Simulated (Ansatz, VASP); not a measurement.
One calculation of MnHg, two programs

Contents of INCAR:

```
PREC = Accurate
ENCUT = 520
EDIFF = 1E-6
ISMEAR = 1
SIGMA = 0.1
LREAL = F
LASPH = T
NELM = 100
ALGO = Normal
ISIF = 2
LWAVE = F
LCHARG = F
ISPIN = 2
MAGMOM = 0 0 4 -4
LORBIT = 11
LMAXMIX = 4
LDAU = T
LDAUTYPE = 2
LDAUL = -1 2
LDAUU = 0 4.5
LDAUJ = 0 0
LDAUPRINT = 1
GGA = RE
IVDW = 12
LOPTICS = T
NBANDS = 73
NEDOS = 1000
CSHIFT = 0.1
```

The input KPOINTS:

```
regular mesh
0
Gamma
  8 8 4
```

Contents of POSCAR:

```
MnHg
1.0
    3.3150000000      0.0000000000      0.0000000000
    0.0000000000      3.3150000000      0.0000000000
    0.0000000000      0.0000000000      6.6300000000
Hg Mn
2 2
Direct
    0.0000000000      0.0000000000      0.0000000000
    0.0000000000      0.0000000000      0.5000000000
    0.5000000000      0.5000000000      0.2500000000
    0.5000000000      0.5000000000      0.7500000000
```

File input.yaml:

```yaml
crystal:
  lattice:
    - [3.315, 0.0, 0.0]
    - [0.0, 3.315, 0.0]
    - [0.0, 0.0, 6.63]
  atoms:
    - { symbol: Hg, position: [0.0, 0.0, 0.0] }
    - { symbol: Hg, position: [0.0, 0.0, 0.5] }
    - { symbol: Mn, position: [0.5, 0.5, 0.25], spin: 4.0 }
    - { symbol: Mn, position: [0.5, 0.5, 0.75], spin: -4.0 }
hamiltonian:
  xc: revpbe
  pseudopotentials: { kind: paw }
  dispersion: d3bj
  hubbard: { sites: [{ species: Mn, l: d, u_eff: 4.5 }] }
magnetization:
  spin_polarized: true
kpoints:
  mp_grid: { grid: [8, 8, 4] }
scf:
  occupations: { method: methfessel_paxton, width: 0.1 }
  n_extra_bands: 16
output:
  eigenvalues: true
  optics: { e_range: [0, 14], sigma: 0.1, nscf_kmesh: { grid: [11, 11, 6] } }
```

Alike in both runs: task optical spectrum; functional revPBE; dispersion D3(BJ); k mesh 8 × 8 × 4; occupations methfessel-paxton of order 1, width 0.1 eV; collinear spin, antiferromagnetic start; Hubbard terms Mn d U = 4.5 eV.

|  | VASP | Ansatz |
| --- | --- | --- |
| version | VASP 6.6.1 | Ansatz 0.2.0 |
| potentials or method | VASP PAW PBE potentials, release 64 (Hg, Mn_pv) | Ansatz PAW |
| plane-wave cutoff (eV) | 520 | 420 |
| valence electrons in the cell | 50 | 70 |

|  | VASP | Ansatz | Ansatz less VASP |
| --- | --- | --- | --- |
| gap on the k mesh at the Fermi level (eV) | none | none | - |
| net moment per atom (μB) | 0.00 | 0.00 | 0.000 |
| size of the moment on the site where the two differ most (μB) | 4.46 | 4.49 | +0.035 |
| dispersion energy (meV/atom) | -711.2 | -711.4 | -0.10 |

Site moments also hang on the region over which each program counts them. The programs project onto different local orbitals, so the same U acts differently. A gap of «none» marks a metal or a gap that the smearing closes. The two sets of potentials don't hold the same shells in valence.

Caveats: spectra need much finer meshes, so this one isn't converged; independent-particle spectra lack excitons; the intraband (Drude) part of a metal's response may be missing; the U is typed as a test and isn't derived for this compound; the magnetic or orbital state may not be the lowest (Ansatz). The state reached can hang on the start; a lower one may exist. The runs have no spin-orbit coupling, so splittings on Hg are missing.
